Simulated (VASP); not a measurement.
# TePt: structure and properties in VASP, part 5 of 6

Aim: relax TePt with PBEsol, compute its properties on that cell and hold them against experiment. The start is a cell from a database of measured crystal structures.

VASP 6.6.1; PBEsol; plane waves and PAW (Te, Pt).

So far. Step 5 (Density of states (PBEsol)): The finer mesh and the other smearing move the Fermi level by +0.03 eV from the 7×7×7 run, a small shift, which tests the Fermi level alone. Of the states within 0.3 eV of the Fermi level, the largest shares in the PAW spheres are Te p 29 %, Pt d 28 % and Pt p 12 %. The rest lies in smaller channels or between the spheres. Step 6 (Vibrations at Γ (PBEsol)): The three acoustic modes come out at zero, and all others are real.

The database entry behind the starting cell differs from later determinations by our own check (c about 0.8 % long), so it need not match the best structure at ambient conditions.

**7. Independent-particle dielectric function (PBEsol)**

LOPTICS sums transitions from filled to empty bands. NBANDS is raised for it.

Contents of INCAR:

```
SYSTEM = TePt
PREC = Accurate
ENCUT = 400
EDIFF = 1E-06
NELM = 100
ISMEAR = 0
SIGMA = 0.05
LREAL = .FALSE.
ALGO = Normal
GGA = PS
NBANDS = 48
LASPH = .TRUE.
LORBIT = 11
LWAVE = .FALSE.
LCHARG = .FALSE.
KPAR = 4
LOPTICS = .TRUE.
NEDOS = 1500
CSHIFT = 0.1
```

Contents of POSCAR:

```
TePt
1.0
    1.9772619222      1.1415727030      6.6267833343
   -1.9772619222      1.1415727030      6.6267833343
    0.0000000000     -2.2831454061      6.6267833343
Te Pt
2 2
Direct
    0.5987281417      0.5987281417      0.5987281417
    0.4012718583      0.4012718583      0.4012718583
    0.8700474103      0.8700474103      0.8700474103
    0.1299525897      0.1299525897      0.1299525897
```

Contents of KPOINTS:

```
Automatic mesh
0
Gamma
10 10 10
0 0 0
```

Potentials, in the order of the species: Te and Pt (PBE family, release 64).

Launch:

```
> mpirun -np 4 vasp_std
```

The log of the run:

```text
[... set-up lines as in an earlier step ...]
 entering main loop
       N       E                     dE             d eps       ncg     rms          rms(c)
DAV:   1     0.140232080388E+03    0.14023E+03   -0.10606E+04 11136   0.478E+02
DAV:   2    -0.172814031216E+02   -0.15751E+03   -0.14381E+03 13328   0.134E+02
DAV:   3    -0.230599194190E+02   -0.57785E+01   -0.57061E+01 13576   0.245E+01
DAV:   4    -0.231180397417E+02   -0.58120E-01   -0.58106E-01 13136   0.262E+00
DAV:   5    -0.231191512227E+02   -0.11115E-02   -0.11115E-02 13584   0.372E-01    0.166E+01
DAV:   6    -0.225270555214E+02    0.59210E+00   -0.84497E-01 12968   0.526E+00    0.934E+00
DAV:   7    -0.224115748432E+02    0.11548E+00   -0.11587E-01 12640   0.258E+00    0.349E+00
DAV:   8    -0.223595741098E+02    0.52001E-01   -0.83411E-02 12776   0.167E+00    0.958E-01
DAV:   9    -0.223591069105E+02    0.46720E-03   -0.93673E-03 13168   0.303E-01    0.247E-01
DAV:  10    -0.223587542001E+02    0.35271E-03   -0.68007E-04 13512   0.111E-01    0.174E-01
DAV:  11    -0.223587038273E+02    0.50373E-04   -0.14756E-04 13120   0.388E-02    0.572E-02
DAV:  12    -0.223587077113E+02   -0.38840E-05   -0.77986E-06 13416   0.860E-03    0.224E-02
DAV:  13    -0.223587070667E+02    0.64465E-06   -0.48091E-07  8776   0.227E-03
   1 F= -.22358707E+02 E0= -.22357452E+02  d E =-.251100E-02
 optical routines
 imaginary and real dielectric function
 recalculating local potential from charge density
 direction            1
 direction            2
 direction            3
```

Elapsed: 2.5 min, on 4 MPI ranks of AMD EPYC 9R45, shared host; peak memory 2.9 GiB; 8.8 min of CPU time.

From OUTCAR (step 7):

```text
   k-points           NKPTS =    116   k-points in BZ     NKDIM =    116   number of bands    NBANDS=     48

   NELECT =      32.0000    total number of electrons

 E-fermi :   8.4154

 k-point     1 :       0.0000    0.0000    0.0000
  band No.  band energies     occupation
    ...
      9       5.3686      2.00000
     10       5.3686      2.00000
     11       6.4754      2.00000
     12       6.4754      2.00000
     13       6.6930      2.00000
     14       9.0639      0.00000
     15       9.0639      0.00000
     16       9.3111      0.00000
     17       9.6522      0.00000
     18      11.3010      0.00000
    ...

  Total        0.0492602      0.0492602      0.0628086      0.0000000     -0.0000000      0.0000000
  in kB        0.8793961      0.8793961      1.1212632      0.0000000     -0.0000000      0.0000000
  external PRESSURE =       0.9600185 kB  Pullay stress =       0.0000000 kB

 POSITION                                       TOTAL-FORCE (eV/Angst)
 -----------------------------------------------------------------------------------
      0.00000     -0.00000     11.90293         0.000000      0.000000     -0.010390
      0.00000     -0.00000      7.97742         0.000000     -0.000000      0.010390
      0.00000     -0.00000     17.29685         0.000000      0.000000     -0.034799
      0.00000     -0.00000      2.58350         0.000000     -0.000000      0.034799
 -----------------------------------------------------------------------------------
    total drift:                                0.000000     -0.000000      0.000000

  FREE ENERGIE OF THE ION-ELECTRON SYSTEM (eV)
  ---------------------------------------------------
  free  energy   TOTEN  =       -22.3587070667 eV

  energy  without entropy=      -22.3561960638  energy(sigma->0) =      -22.35745157

 plasma frequency squared (from intraband transitions) (eV^2)
  --------------------------------------------------------------------------------------
      55.290       0.000       0.000
       0.000      55.290      -0.000
       0.000      -0.000      21.192

[... 7 parts as in an earlier step ...]

[... 9 further parts left out ...]
```

These are independent-particle spectra without excitons or local fields, and fine structure depends on the mesh and on CSHIFT. The intraband (Drude) part is not in this spectrum.

This step gave:

| Quantity | Value |
| --- | --- |
| SCF cycles | 13 |
| bands | 48 |
| irreducible k-points | 116 |
| Fermi energy | 8.415 eV |
| pressure | 0.09600 GPa |

The imaginary dielectric function has structure finer than the step of the table below, so its rows give means over 1 eV, whole bins alone (the curve runs from 0 to 25.0 eV). Peaks (eV: height): xx 0.6: 44.7; zz 0.2: 10.1, 0.7: 22.8, 1.5: 21.4.

Table of imaginary dielectric function by photon energy; means over each step:

```
photon energy (eV)     xx     zz
                 1   31.0   18.2
                 2   20.5   18.1
                 3   10.5   10.5
                 4   8.29   9.56
                 5   7.67   6.86
                 6   6.13   5.92
                 7   4.49   5.20
                 8   3.87   4.15
                 9   3.51   3.39
                10   2.99   2.97
                11   2.56   2.40
                12   1.87   2.17
                13   1.66   2.07
                14   1.48   1.69
                15   1.47   1.55
                16   1.34   1.53
                17   1.18   1.28
                18  0.971   1.09
                19  0.797  0.898
                20  0.720  0.843
                21  0.717  0.771
                22  0.608  0.651
                23  0.519  0.554
                24  0.425  0.440
```

Table of real dielectric function by photon energy:

```csv
photon energy (eV),xx,zz
0.0,65.1,40.9
0.5,49.6,35.7
1.0,12.0,17.2
1.5,9.16,15.3
2.0,-1.07,3.26
2.5,-0.877,1.98
3.0,-0.455,2.58
3.5,1.48,3.02
4.0,-0.347,0.402
4.5,1.02,0.307
5.0,0.582,-0.150
5.5,-0.898,0.339
6.0,-1.14,0.563
6.5,-1.14,-0.0167
7.0,-0.995,-0.616
7.5,-0.666,-0.587
8.0,-0.421,-0.338
8.5,-0.630,-0.755
9.0,-0.428,-0.613
9.5,-0.783,-0.606
10.0,-0.611,-0.359
10.5,-0.846,-0.777
11.0,-0.961,-0.341
11.5,-0.947,-0.470
12.0,-0.712,-0.191
12.5,-0.427,-0.163
13.0,-0.500,-0.401
13.5,-0.345,-0.433
14.0,-0.264,-0.331
14.5,-0.173,-0.262
15.0,-0.165,-0.231
15.5,-0.272,-0.151
16.0,-0.225,-0.189
16.5,-0.236,-0.337
17.0,-0.348,-0.310
17.5,-0.289,-0.256
18.0,-0.209,-0.292
18.5,-0.257,-0.265
19.0,-0.152,-0.217
19.5,-0.117,-0.123
20.0,-0.0418,-0.0906
20.5,-9.6e-4,-0.0942
21.0,-0.0548,-0.129
21.5,-0.0694,-0.121
22.0,-0.0186,-0.0911
22.5,-0.0499,-0.117
23.0,-0.0368,-0.0721
23.5,-0.0440,-0.0862
24.0,-0.0337,-0.0617
24.5,-0.0282,-0.0217
```

**8. Volume scan with PBEsol, volume scale 0.94**

An equation of state needs energies on both sides of the minimum, all on one mesh and cutoff.

INCAR: that of step 7 with these lines changed.

```diff
@@ -10,3 +10,3 @@
 GGA = PS
-NBANDS = 48
+NBANDS = 22
 LASPH = .TRUE.
@@ -16,4 +16,2 @@
 KPAR = 4
-LOPTICS = .TRUE.
-NEDOS = 1500
-CSHIFT = 0.1
+ISIF = 2
```

Contents of POSCAR:

```
TePt
1.0
    1.9368983123      1.1182687619      6.4915048997
   -1.9368983123      1.1182687619      6.4915048997
    0.0000000000     -2.2365375240      6.4915048997
Te Pt
2 2
Direct
    0.5987281417      0.5987281417      0.5987281417
    0.4012718583      0.4012718583      0.4012718583
    0.8700474103      0.8700474103      0.8700474103
    0.1299525897      0.1299525897      0.1299525897
```

Contents of KPOINTS:

```
Automatic mesh
0
Gamma
7 7 7
0 0 0
```

Launch:

```
> mpirun -np 4 vasp_std
```

The log of the run:

```text
[... set-up lines as in an earlier step ...]
 entering main loop
       N       E                     dE             d eps       ncg     rms          rms(c)
DAV:   1     0.145580210412E+03    0.14558E+03   -0.12252E+04  1936   0.105E+03
DAV:   2    -0.165212776805E+02   -0.16210E+03   -0.15166E+03  2328   0.219E+02
DAV:   3    -0.228762784236E+02   -0.63550E+01   -0.61676E+01  2350   0.437E+01
DAV:   4    -0.229661851370E+02   -0.89907E-01   -0.89851E-01  2302   0.579E+00
DAV:   5    -0.229678529739E+02   -0.16678E-02   -0.16676E-02  2388   0.751E-01    0.190E+01
DAV:   6    -0.223721230126E+02    0.59573E+00   -0.17889E+00  2116   0.112E+01    0.107E+01
DAV:   7    -0.222516000560E+02    0.12052E+00   -0.39089E-01  2032   0.540E+00    0.316E+00
DAV:   8    -0.222088393246E+02    0.42761E-01   -0.11682E-01  2050   0.305E+00    0.107E+00
DAV:   9    -0.222081736746E+02    0.66565E-03   -0.14260E-02  2290   0.740E-01    0.365E-01
DAV:  10    -0.222076675100E+02    0.50616E-03   -0.28268E-03  2158   0.375E-01    0.142E-01
DAV:  11    -0.222076435399E+02    0.23970E-04   -0.12867E-04  2304   0.732E-02    0.600E-02
DAV:  12    -0.222076367189E+02    0.68210E-05   -0.22267E-05  2206   0.372E-02    0.450E-02
DAV:  13    -0.222076343218E+02    0.23971E-05   -0.61762E-06  2248   0.183E-02    0.107E-02
DAV:  14    -0.222076339741E+02    0.34775E-06   -0.89258E-07  1154   0.610E-03
   1 F= -.22207634E+02 E0= -.22206561E+02  d E =-.214529E-02
```

The job ended after 33 s (4 MPI ranks; peak memory 1.3 GiB).

OUTCAR, selected parts (step 8):

```text
   ENCUT  =  400.0 eV  29.40 Ry    5.42 a.u.  11.20 11.20 11.20*2*pi/ulx,y,z

   NELECT =      32.0000    total number of electrons

 E-fermi :   9.3390

 k-point     1 :       0.0000    0.0000    0.0000
  band No.  band energies     occupation
    ...
      9       6.0811      2.00000
     10       6.0811      2.00000
     11       7.2411      2.00000
     12       7.2411      2.00000
     13       7.5184      2.00000
     14      10.0946      0.00000
     15      10.0946      0.00000
     16      10.4997      0.00000
     17      10.7932      0.00000
     18      12.5505      0.00000
    ...

  Total        5.5827308      5.5827308      4.2043332      0.0000000     -0.0000000      0.0000000
  in kB      106.0248372    106.0248372     79.8468992      0.0000000     -0.0000000      0.0000000
  external PRESSURE =      97.2988579 kB  Pullay stress =       0.0000000 kB

 POSITION                                       TOTAL-FORCE (eV/Angst)
 -----------------------------------------------------------------------------------
      0.00000     -0.00000     11.65994         0.000000     -0.000000      0.832439
      0.00000     -0.00000      7.81457         0.000000      0.000000     -0.832439
      0.00000     -0.00000     16.94375         0.000000     -0.000000      0.002130
      0.00000     -0.00000      2.53076         0.000000      0.000000     -0.002130
 -----------------------------------------------------------------------------------
    total drift:                                0.000000     -0.000000      0.000000

  FREE ENERGIE OF THE ION-ELECTRON SYSTEM (eV)
  ---------------------------------------------------
  free  energy   TOTEN  =       -22.2076339741 eV

  energy  without entropy=      -22.2054886885  energy(sigma->0) =      -22.20656133

[... 3 parts as in an earlier step ...]

[... 13 further parts left out ...]
```

The scan keeps the cell's shape and the fractional positions fixed.

This step gave:

```yaml
scf_cycles: 14
bands: 22
irreducible_k_points: 44
free_energy_toten: -22.21 eV
energy_at_zero_smearing: -22.21 eV
fermi_energy: 9.339 eV
pressure: 9.730 GPa
```

Force by atom:

| atom | x (eV/Å) | y (eV/Å) | z (eV/Å) | size |
| --- | --- | --- | --- | --- |
| Te1 | 0.000 | 0.000 | 0.832 | 0.832 |
| Te2 | 0.000 | 0.000 | -0.832 | 0.832 |
| Pt3 | 0.000 | 0.000 | 0.002 | 0.002 |
| Pt4 | 0.000 | 0.000 | -0.002 | 0.002 |

The pressure here is 9.73 GPa.

**9. Volume scan with PBEsol, volume scale 0.96**

INCAR is that of step 8.

Contents of POSCAR:

```
TePt
1.0
    1.9505388907      1.1261441535      6.5372212292
   -1.9505388907      1.1261441535      6.5372212292
    0.0000000000     -2.2522883072      6.5372212292
Te Pt
2 2
Direct
    0.5987281417      0.5987281417      0.5987281417
    0.4012718583      0.4012718583      0.4012718583
    0.8700474103      0.8700474103      0.8700474103
    0.1299525897      0.1299525897      0.1299525897
```

KPOINTS is that of step 8.

Launch:

```
> mpirun -np 4 vasp_std
```

The log of the run:

```text
[... set-up lines as in an earlier step ...]
 entering main loop
       N       E                     dE             d eps       ncg     rms          rms(c)
DAV:   1     0.144610474449E+03    0.14461E+03   -0.12189E+04  1936   0.105E+03
DAV:   2    -0.167141566272E+02   -0.16132E+03   -0.15152E+03  2392   0.219E+02
DAV:   3    -0.229703102279E+02   -0.62562E+01   -0.61445E+01  2322   0.434E+01
DAV:   4    -0.230558726716E+02   -0.85562E-01   -0.85497E-01  2314   0.568E+00
DAV:   5    -0.230573575206E+02   -0.14848E-02   -0.14848E-02  2350   0.699E-01    0.181E+01
DAV:   6    -0.224607491439E+02    0.59661E+00   -0.18494E+00  2122   0.113E+01    0.102E+01
DAV:   7    -0.223413070216E+02    0.11944E+00   -0.39638E-01  2032   0.548E+00    0.317E+00
DAV:   8    -0.222975202284E+02    0.43787E-01   -0.12252E-01  2074   0.307E+00    0.110E+00
DAV:   9    -0.222969050045E+02    0.61522E-03   -0.14083E-02  2278   0.732E-01    0.391E-01
DAV:  10    -0.222963642292E+02    0.54078E-03   -0.29976E-03  2188   0.384E-01    0.128E-01
DAV:  11    -0.222963363159E+02    0.27913E-04   -0.14494E-04  2286   0.756E-02    0.555E-02
DAV:  12    -0.222963320560E+02    0.42599E-05   -0.20065E-05  2254   0.342E-02    0.427E-02
DAV:  13    -0.222963301065E+02    0.19494E-05   -0.45747E-06  2218   0.159E-02    0.121E-02
DAV:  14    -0.222963297235E+02    0.38303E-06   -0.88729E-07  1172   0.623E-03
   1 F= -.22296330E+02 E0= -.22295185E+02  d E =-.228980E-02
```

The job ended after 34 s (4 MPI ranks; peak memory 1.3 GiB; 2 min of CPU time).

From OUTCAR (step 9):

```text
   ENCUT  =  400.0 eV  29.40 Ry    5.42 a.u.  11.28 11.28 11.28*2*pi/ulx,y,z

   NELECT =      32.0000    total number of electrons

 E-fermi :   9.0018

 k-point     1 :       0.0000    0.0000    0.0000
  band No.  band energies     occupation
    ...
      9       5.8326      2.00000
     10       5.8326      2.00000
     11       6.9745      2.00000
     12       6.9745      2.00000
     13       7.2319      2.00000
     14       9.7366      0.00000
     15       9.7366      0.00000
     16      10.0841      0.00000
     17      10.3954      0.00000
     18      12.1163      0.00000
    ...

  Total        3.5677925      3.5677925      2.6853576      0.0000000     -0.0000000      0.0000000
  in kB       66.3463654     66.3463654     49.9366812      0.0000000     -0.0000000      0.0000000
  external PRESSURE =      60.8764706 kB  Pullay stress =       0.0000000 kB

 POSITION                                       TOTAL-FORCE (eV/Angst)
 -----------------------------------------------------------------------------------
      0.00000     -0.00000     11.74205         0.000000     -0.000000      0.531724
      0.00000     -0.00000      7.86961         0.000000      0.000000     -0.531724
      0.00000     -0.00000     17.06308         0.000000      0.000000     -0.002246
      0.00000     -0.00000      2.54859         0.000000     -0.000000      0.002246
 -----------------------------------------------------------------------------------
    total drift:                                0.000000     -0.000000      0.000000

  FREE ENERGIE OF THE ION-ELECTRON SYSTEM (eV)
  ---------------------------------------------------
  free  energy   TOTEN  =       -22.2963297235 eV

  energy  without entropy=      -22.2940399187  energy(sigma->0) =      -22.29518482

[... 3 parts as in an earlier step ...]

[... 13 further parts left out ...]
```

Numbers from this step:

| Property | Result |
| --- | --- |
| free energy (TOTEN) | -22.30 eV |
| energy at zero smearing | -22.30 eV |
| Fermi energy | 9.002 eV |
| pressure | 6.088 GPa |

Force by atom:

```csv
atom,x (eV/Å),y (eV/Å),z (eV/Å),size
Te1,0.000,0.000,0.532,0.532
Te2,0.000,0.000,-0.532,0.532
Pt3,0.000,0.000,-0.002,0.002
Pt4,0.000,0.000,0.002,0.002
```

The pressure falls from 9.73 to 6.09 GPa.

The run ends at a pressure of 6.09 GPa, with forces up to 0.53 eV/Å.

**10. Volume scan with PBEsol, volume scale 0.98**

INCAR is that of step 9.

Contents of POSCAR:

```
TePt
1.0
    1.9639913081      1.1339109104      6.5823069383
   -1.9639913081      1.1339109104      6.5823069383
    0.0000000000     -2.2678218209      6.5823069383
Te Pt
2 2
Direct
    0.5987281417      0.5987281417      0.5987281417
    0.4012718583      0.4012718583      0.4012718583
    0.8700474103      0.8700474103      0.8700474103
    0.1299525897      0.1299525897      0.1299525897
```

KPOINTS is that of step 9.

Launch:

```
> mpirun -np 4 vasp_std
```

The log of the run:

```text
[... set-up lines as in an earlier step ...]
 entering main loop
       N       E                     dE             d eps       ncg     rms          rms(c)
DAV:   1     0.143814165316E+03    0.14381E+03   -0.12167E+04  1936   0.104E+03
DAV:   2    -0.166565206948E+02   -0.16047E+03   -0.14883E+03  2326   0.217E+02
DAV:   3    -0.230158154104E+02   -0.63593E+01   -0.62341E+01  2342   0.434E+01
DAV:   4    -0.231070740522E+02   -0.91259E-01   -0.91210E-01  2368   0.582E+00
[...]
DAV:  12    -0.223466456541E+02    0.20034E-05   -0.18463E-05  2260   0.315E-02    0.399E-02
DAV:  13    -0.223466441576E+02    0.14965E-05   -0.32514E-06  1870   0.137E-02    0.128E-02
DAV:  14    -0.223466437436E+02    0.41392E-06   -0.10185E-06  1160   0.669E-03
   1 F= -.22346644E+02 E0= -.22345426E+02  d E =-.243627E-02
```

Run time: 34 s. Hardware: 4 MPI ranks; peak memory 1.3 GiB; 2 min of CPU time.

OUTCAR, selected parts (step 10):

```text
  Total        1.7163686      1.7163686      1.2874756      0.0000000     -0.0000000      0.0000000
  in kB       31.2660677     31.2660677     23.4531784      0.0000000     -0.0000000      0.0000000
  external PRESSURE =      28.6617713 kB  Pullay stress =       0.0000000 kB

 POSITION                                       TOTAL-FORCE (eV/Angst)
 -----------------------------------------------------------------------------------
      0.00000     -0.00000     11.82304         0.000000     -0.000000      0.257860
      0.00000     -0.00000      7.92388         0.000000      0.000000     -0.257860
      0.00000     -0.00000     17.18076         0.000000      0.000000     -0.005020
      0.00000     -0.00000      2.56616         0.000000     -0.000000      0.005020
 -----------------------------------------------------------------------------------
    total drift:                                0.000000     -0.000000      0.000000

  FREE ENERGIE OF THE ION-ELECTRON SYSTEM (eV)
  ---------------------------------------------------
  free  energy   TOTEN  =       -22.3466437436 eV

  energy  without entropy=      -22.3442074784  energy(sigma->0) =      -22.34542561

[... 1 part as in an earlier step ...]

[... 2 further parts left out ...]
[key lines of the parts left out:]
E-fermi :   8.6784
```

The pressure falls from 6.09 to 2.87 GPa.

The run ends at a pressure of 2.87 GPa, with forces up to 0.26 eV/Å.

(Continued in part 6 of 6.)

[Lines on the potential files, build, host, timing and source positions are cut from VASP's logs without a mark.]

[Logs are printed without paths, hosts, clocks, repeated set-up lines and the standing remarks that a program may print on its own settings, such as how far it seeks lower states.]

[Hosts, paths, dates, database ids (printed as entryN), source tags and the programs' standing remarks are cut or masked in the printed files.]

[A measured line is paired with the nearest computed mode of its activity, which favours agreement.]
